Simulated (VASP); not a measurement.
Here is the system:

```yaml
crystal:
  lattice:
    - [0.00000, 2.84447, 2.84447]
    - [2.84447, 0.00000, 2.84447]
    - [2.84447, 2.84447, 0.00000]
  atoms:
    - { symbol: Na, position: [0.00000, 0.00000, 0.00000] }
    - { symbol: Cl, position: [0.50000, 0.50000, 0.50000] }
```

Calculation: PBE GGA, VASP's PBE PAW potentials (set 64) (plane waves; VASP). Settings: 520 eV cut-off, Gaussian smearing of 0.050 eV, potentials Na_pv Cl.

### Question
Give the energies of bands 5 to 10 at the high-symmetry points, in eV from the valence-band maximum.

### Answer

```
band      Γ      X      U      L      W
----  -----  -----  -----  -----  -----
5      0.00  -1.59  -1.34  -1.85  -1.13
6      0.00  -0.57  -1.07  -0.25  -1.13
7      0.00  -0.57  -0.47  -0.25  -0.72
8      5.01   7.46   8.18   7.23   8.72
9     11.09   8.10   8.96  10.41   9.63
10    11.09  11.14  10.43  10.91   9.63
```

The gap is direct, 5.01 eV, from the valence maximum at Γ to the conduction minimum at Γ.

Measured: gap 8.97 eV (computed value off by -3.96 eV), as given by Wei Chen et al., Physical Review Materials (2018), doi:10.1103/physrevmaterials.2.073803.

The compound is NaCl in the rock salt structure. It was relaxed first.
